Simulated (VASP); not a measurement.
Computed with r2SCAN meta-GGA, VASP's PBE PAW potentials (set 64) (plane waves; VASP).

A VASP calculation is set up with these files.

### KPOINTS
```
kpoints
0
Gamma
  7 7 7
```

POSCAR:
```
Ta2Si
1.0
 -3.0662978121   3.0662978121   2.5263005348
  3.0662978121  -3.0662978121   2.5263005348
  3.0662978121   3.0662978121  -2.5263005348
Ta Si
4 2
Direct
  0.6630208696   0.8369791304   0.5000000000
  0.3369791304   0.1630208696   0.5000000000
  0.8369791304   0.3369791304   0.1739582608
  0.1630208696   0.6630208696   0.8260417392
  0.2500000000   0.2500000000   1.0000000000
  0.7500000000   0.7500000000   1.0000000000
```

INCAR:
```
ALGO  =  Normal
EDIFF  =  1E-6
EDIFFG  =  -0.02
ENCUT  =  400
IBRION  =  2
ISIF  =  3
ISMEAR  =  1
LASPH  =  T
LCHARG  =  F
LMAXMIX  =  6
LMIXTAU  =  T
LREAL  =  F
LWAVE  =  F
METAGGA  =  R2SCAN
NELM  =  100
NSW  =  60
PREC  =  Accurate
SIGMA  =  0.1
SYSTEM  =  Ta2Si
```

POTCAR, in this order: Ta_pv Si (PBE.64 set). Program: vasp_std.

Output of the run:

### OSZICAR
```
       N       E                     dE             d eps       ncg     rms          rms(c)
DAV:   1     0.257328189849E+03    0.25733E+03   -0.25512E+04  2480   0.144E+03
DAV:   2    -0.210474516370E+03   -0.46780E+03   -0.46053E+03  2787   0.435E+02
DAV:   3    -0.229918382311E+03   -0.19444E+02   -0.19071E+02  3209   0.779E+01
DAV:   4    -0.230301069974E+03   -0.38269E+00   -0.38042E+00  2987   0.102E+01
DAV:   5    -0.230311249074E+03   -0.10179E-01   -0.10175E-01  3236   0.147E+00    0.333E+01
DAV:   6    -0.216029953143E+03    0.14281E+02   -0.99749E+00  3019   0.237E+01    0.146E+01
DAV:   7    -0.213267599689E+03    0.27624E+01   -0.24262E+00  2935   0.897E+00    0.317E+00
DAV:   8    -0.215521054467E+03   -0.22535E+01   -0.15570E+00  2809   0.742E+00    0.197E+00
DAV:   9    -0.215506283660E+03    0.14771E-01   -0.13340E-01  2963   0.221E+00    0.503E-01
DAV:  10    -0.215461413655E+03    0.44870E-01   -0.35851E-02  2949   0.127E+00    0.412E-01
DAV:  11    -0.215466499870E+03   -0.50862E-02   -0.55266E-03  2949   0.535E-01    0.223E-01
DAV:  12    -0.215465085510E+03    0.14144E-02   -0.13712E-02  2893   0.757E-01    0.529E-02
DAV:  13    -0.215464423031E+03    0.66248E-03   -0.59775E-04  3075   0.167E-01    0.631E-02
DAV:  14    -0.215464700609E+03   -0.27758E-03   -0.43554E-05  2985   0.397E-02    0.486E-02
DAV:  15    -0.215464882118E+03   -0.18151E-03   -0.26993E-04  2962   0.120E-01    0.926E-03
DAV:  16    -0.215464912296E+03   -0.30178E-04   -0.24014E-05  3005   0.360E-02    0.728E-03
DAV:  17    -0.215464912369E+03   -0.72612E-07   -0.87724E-07  2027   0.681E-03
   1 F= -.21546491E+03 E0= -.21546396E+03  d E =-.215465E+03
       N       E                     dE             d eps       ncg     rms          rms(c)
DAV:   1    -0.215851576591E+03   -0.38666E+00   -0.16728E+01  2503   0.378E+01    0.589E+00
DAV:   2    -0.215487045914E+03    0.36453E+00   -0.80966E-01  2517   0.662E+00    0.231E+00
DAV:   3    -0.215415499014E+03    0.71547E-01   -0.37164E-01  2956   0.414E+00    0.744E-01
DAV:   4    -0.215405783967E+03    0.97150E-02   -0.63345E-02  2925   0.144E+00    0.308E-01
DAV:   5    -0.215410942865E+03   -0.51589E-02   -0.29236E-02  2784   0.124E+00    0.308E-01
DAV:   6    -0.215416239696E+03   -0.52968E-02   -0.14636E-02  2830   0.781E-01    0.121E-01
DAV:   7    -0.215417691482E+03   -0.14518E-02   -0.14730E-03  2851   0.290E-01    0.406E-02
DAV:   8    -0.215417757011E+03   -0.65529E-04   -0.87922E-05  2935   0.673E-02    0.169E-02
DAV:   9    -0.215417735281E+03    0.21730E-04   -0.39789E-05  2921   0.467E-02    0.657E-03
DAV:  10    -0.215417766322E+03   -0.31040E-04   -0.17961E-05  2942   0.296E-02    0.426E-03
DAV:  11    -0.215417763000E+03    0.33219E-05   -0.77371E-07  1828   0.573E-03    0.193E-03
DAV:  12    -0.215417765321E+03   -0.23216E-05   -0.39236E-07  1772   0.353E-03    0.959E-04
DAV:  13    -0.215417763854E+03    0.14674E-05   -0.13861E-07  1709   0.233E-03    0.309E-04
DAV:  14    -0.215417763688E+03    0.16573E-06   -0.27946E-08  1660   0.992E-04
   2 F= -.21541776E+03 E0= -.21541774E+03  d E =0.471487E-01
       N       E                     dE             d eps       ncg     rms          rms(c)
DAV:   1    -0.215680034978E+03   -0.26227E+00   -0.75708E+00  2488   0.249E+01    0.405E+00
DAV:   2    -0.215512779561E+03    0.16726E+00   -0.36520E-01  2502   0.456E+00    0.161E+00
DAV:   3    -0.215476600859E+03    0.36179E-01   -0.17585E-01  2956   0.293E+00    0.571E-01
DAV:   4    -0.215472668728E+03    0.39321E-02   -0.29038E-02  2874   0.985E-01    0.210E-01
DAV:   5    -0.215472631627E+03    0.37101E-04   -0.17482E-02  2757   0.953E-01    0.261E-01
DAV:   6    -0.215477127419E+03   -0.44958E-02   -0.88048E-03  2803   0.614E-01    0.777E-02
DAV:   7    -0.215477720237E+03   -0.59282E-03   -0.58738E-04  2865   0.182E-01    0.316E-02
DAV:   8    -0.215477722006E+03   -0.17691E-05   -0.29591E-05  3006   0.389E-02    0.114E-02
DAV:   9    -0.215477722345E+03   -0.33945E-06   -0.11790E-05  2944   0.239E-02    0.693E-03
DAV:  10    -0.215477724555E+03   -0.22102E-05   -0.70759E-06  2575   0.181E-02    0.346E-03
DAV:  11    -0.215477725846E+03   -0.12909E-05   -0.43322E-07  1765   0.502E-03    0.101E-03
DAV:  12    -0.215477725344E+03    0.50221E-06   -0.20945E-07  1667   0.264E-03
   3 F= -.21547773E+03 E0= -.21547694E+03  d E =-.128130E-01
       N       E                     dE             d eps       ncg     rms          rms(c)
DAV:   1    -0.215481640301E+03   -0.39145E-02   -0.32747E-01  2480   0.382E+00    0.341E-01
DAV:   2    -0.215479397798E+03    0.22425E-02   -0.13369E-02  2887   0.814E-01    0.170E-01
DAV:   3    -0.215479189015E+03    0.20878E-03   -0.20756E-03  3191   0.334E-01    0.708E-02
DAV:   4    -0.215479373796E+03   -0.18478E-03   -0.27051E-04  3073   0.962E-02    0.470E-02
DAV:   5    -0.215479352513E+03    0.21283E-04   -0.95650E-05  2880   0.581E-02    0.226E-02
DAV:   6    -0.215479375834E+03   -0.23321E-04   -0.37202E-05  2936   0.376E-02    0.625E-03
DAV:   7    -0.215479379372E+03   -0.35375E-05   -0.60420E-06  2820   0.161E-02    0.430E-03
DAV:   8    -0.215479377591E+03    0.17812E-05   -0.11916E-06  1744   0.101E-02    0.207E-03
DAV:   9    -0.215479378677E+03   -0.10867E-05   -0.30165E-07  1674   0.406E-03    0.449E-04
DAV:  10    -0.215479377872E+03    0.80485E-06   -0.10792E-07  1625   0.251E-03
   4 F= -.21547938E+03 E0= -.21547880E+03  d E =-.165253E-02
       N       E                     dE             d eps       ncg     rms          rms(c)
DAV:   1    -0.215479881134E+03   -0.50246E-03   -0.50134E-02  2494   0.149E+00    0.135E-01
DAV:   2    -0.215479525627E+03    0.35551E-03   -0.20528E-03  2908   0.320E-01    0.670E-02
DAV:   3    -0.215479495825E+03    0.29802E-04   -0.32303E-04  3184   0.132E-01    0.278E-02
DAV:   4    -0.215479522197E+03   -0.26372E-04   -0.41764E-05  3080   0.379E-02    0.185E-02
DAV:   5    -0.215479520639E+03    0.15575E-05   -0.15422E-05  2873   0.233E-02    0.885E-03
DAV:   6    -0.215479522779E+03   -0.21398E-05   -0.57292E-06  2465   0.148E-02    0.250E-03
DAV:   7    -0.215479523959E+03   -0.11795E-05   -0.83494E-07  1646   0.703E-03    0.117E-03
DAV:   8    -0.215479522962E+03    0.99701E-06   -0.37241E-07  1597   0.504E-03
   5 F= -.21547952E+03 E0= -.21547904E+03  d E =-.179762E-02
       N       E                     dE             d eps       ncg     rms          rms(c)
DAV:   1    -0.215479532535E+03   -0.85759E-05   -0.21215E-02  2508   0.102E+00    0.649E-02
DAV:   2    -0.215479599929E+03   -0.67395E-04   -0.13104E-03  2872   0.257E-01    0.292E-02
DAV:   3    -0.215479593875E+03    0.60545E-05   -0.58709E-05  3145   0.572E-02    0.119E-02
DAV:   4    -0.215479596495E+03   -0.26200E-05   -0.15076E-05  3108   0.216E-02    0.720E-03
DAV:   5    -0.215479594478E+03    0.20164E-05   -0.53557E-06  2531   0.149E-02    0.479E-03
DAV:   6    -0.215479597684E+03   -0.32057E-05   -0.11274E-06  1653   0.691E-03    0.101E-03
DAV:   7    -0.215479597231E+03    0.45315E-06   -0.17799E-07  1576   0.253E-03
   6 F= -.21547960E+03 E0= -.21547917E+03  d E =-.742693E-04
```

OUTCAR:
```
------------------------ aborting loop because EDIFF is reached ----------------------------------------
  FORCE on cell =-STRESS in cart. coord.  units (eV):
  Direction    XX          YY          ZZ          XY          YZ          ZX
  --------------------------------------------------------------------------------------
  Total        0.0249560      0.0249560      0.0134707      0.0000000     -0.0000000      0.0000000
  in kB        0.4154282      0.4154282      0.2242400      0.0000000     -0.0000000      0.0000000
  external PRESSURE =       0.3516988 kB  Pullay stress =       0.0000000 kB
  volume of cell :       96.25
      direct lattice vectors                 reciprocal lattice vectors
    -3.089118450  3.089118450  2.521505905     0.000000000  0.161858475  0.198294201
     3.089118450 -3.089118450  2.521505905     0.161858475  0.000000000  0.198294201
     3.089118450  3.089118450 -2.521505905     0.161858475  0.161858475  0.000000000
 POSITION                                       TOTAL-FORCE (eV/Angst)
 -----------------------------------------------------------------------------------
      2.07966      1.00946      2.52151         0.004048     -0.004048     -0.000000
      1.00946      2.07966      0.00000        -0.004048      0.004048      0.000000
     -1.00946      2.07966      2.52151         0.004048      0.004048      0.000000
      4.09858      1.00946     -0.00000        -0.004048     -0.004048     -0.000000
      0.00000      0.00000      1.26075         0.000000     -0.000000      0.000000
      0.00000      0.00000      3.78226         0.000000     -0.000000      0.000000
 -----------------------------------------------------------------------------------
    total drift:                               -0.000000     -0.000000     -0.000000
  FREE ENERGIE OF THE ION-ELECTRON SYSTEM (eV)
  ---------------------------------------------------
  free  energy   TOTEN  =      -215.4795972309 eV

  energy  without entropy=     -215.4783110849  energy(sigma->0) =     -215.47916852

 reached required accuracy - stopping structural energy minimisation
```
(Selected blocks of OUTCAR.)

CONTCAR:
```
Ta2Si
   1.00000000000000
    -3.0891184502083391    3.0891184502083391    2.5215059051703963
     3.0891184502083391   -3.0891184502083391    2.5215059051703963
     3.0891184502083391    3.0891184502083391   -2.5215059051703963
  Ta              Si
     4     2
Direct
     0.6633900107043769    0.8366099892956231    0.5000000000000000
     0.3366099892956231    0.1633900107043768    0.5000000000000000
     0.8366099892956231    0.3366099892956231    0.1732199785912392
     0.1633900107043768    0.6633900107043769    0.8267800214087608
     0.2500000000000000    0.2500000000000000    0.0000000000000000
     0.7500000000000000    0.7500000000000000    0.0000000000000000
```

The structure comes from a computed database's Ta2Si entry (I4/mcm); how it stands against other phases isn't given here. This run relaxes it. Symmetry was kept, so distortions that lower it aren't found. The start is the result of an earlier pass.
